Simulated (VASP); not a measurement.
Given:

```xyz
3
Lattice="0.0000 3.0025 3.0025 3.0025 0.0000 3.0025 3.0025 3.0025 0.0000" Properties=species:S:1:pos:R:3 pbc="T T T"
Al     1.5013     1.5013     1.5013
Al     4.5038     4.5038     4.5038
Pt     0.0000     0.0000     0.0000
```

These are AM05 GGA, VASP's PBE PAW potentials (set 64) (plane waves; VASP) values and carry that method's errors. Run with 520 eV cut-off, 9×9×9 Γ-centred mesh, first-order Methfessel-Paxton smearing of 0.10 eV, potentials Al Pt.

**Question.** Give the stress tensor in GPa (positive for a compressed cell).

**Answer.** 
```
-7.18   0.00   0.00
 0.00  -7.18   0.00
 0.00   0.00  -7.18
```
The pressure is its mean diagonal, -7.18 GPa.

The compound is PtAl2 in the fluorite structure. This cell is one point of a volume scan, at 1.06 of the reference volume.
